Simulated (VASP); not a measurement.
The system is MoS2.

```
Mo S
1.0
     3.16100    0.00000    0.00000
    -1.58050    2.73751    0.00000
     0.00000    0.00000   12.29500
Mo S
2 4
Direct
  0.33333 0.66667 0.25000
  0.66667 0.33333 0.75000
  0.66667 0.33333 0.37729
  0.66667 0.33333 0.12271
  0.33333 0.66667 0.87729
  0.33333 0.66667 0.62271
```

The cell was built by a generator and needn't be a form met in nature.

Base run:

```yaml
Program: VASP 6.6.1
Functional: rev-vdW-DF2
Potentials_or_basis: VASP PAW PBE potentials, release 64 (Mo_sv, S)
Cutoff: 520 eV
k_mesh: 8 × 8 × 2
Occupations: fermi-dirac, width 0.05 eV
Spin: no spin polarisation
```

Its results: band gap on the k mesh 0.95 eV, indirect (least direct gap 1.95 eV); pressure 1.0 GPa; largest force 0.105 eV/Å.

**Question.** After a change of settings the same cell gave: band gap on the k mesh 1.01 eV, indirect (least direct gap 1.94 eV); pressure 8.4 GPa; largest force 0.443 eV/Å. Which change was it?
A. functional from rev-vdW-DF2 to optB88-vdW
B. functional from rev-vdW-DF2 to vdW-DF
C. functional from rev-vdW-DF2 to PBE; dispersion from none to TS
D. functional from rev-vdW-DF2 to PBE; dispersion from none to D3(BJ)

**Answer.** B.

Caveats: the PAW data sets were made with another functional, which shifts forces and pressure a little.
